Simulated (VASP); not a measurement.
Input:

```xyz
2
Lattice="0.0000 2.4900 2.4900 2.4900 0.0000 2.4900 2.4900 2.4900 0.0000" Properties=species:S:1:pos:R:3 pbc="T T T"
Gd     0.0000     0.0000     0.0000
N      2.4900     2.4900     2.4900
```

Method: r2SCAN+rVV10, VASP's PBE PAW potentials (set 64) (plane waves; VASP). Settings: 520 eV cut-off, 8×8×8 Γ-centred mesh, Gaussian smearing of 0.050 eV, potentials Gd_3 N.

The 4f electrons are frozen in the core of the lanthanide potential, so 4f levels, which can set the real gap, and their magnetism are missing.

Task: The ions, cell shape and volume are relaxed. Which structure does the run end with?

Result: 
```xyz
2
Lattice="0.0000 2.4769 2.4769 2.4769 0.0000 2.4769 2.4769 2.4769 0.0000" Properties=species:S:1:pos:R:3 pbc="T T T"
Gd     0.0000     0.0000     0.0000
N      2.4769     2.4769     2.4769
```
Space group Fm-3m (225), at a tolerance of 0.03 Å.

Task: How do energy and volume change from the first to the last step?

Result: The energy (σ→0) changes by -2.0 meV/atom and the volume by -1.6 %, in 3 ionic steps.

| step | E(σ→0) (eV) | max force (eV/Å) | pressure (GPa) | volume (Å³) |
|---|---|---|---|---|
| 1 | -43.2773 | 0.000 | -2.68 | 30.88 |
| 2 | -43.2736 | 0.000 | 3.91 | 29.74 |
| 3 | -43.2814 | 0.000 | -0.04 | 30.39 |

The compound is GdN in the rock salt structure. This run relaxes it. Symmetry was kept, so distortions that lower it aren't found.
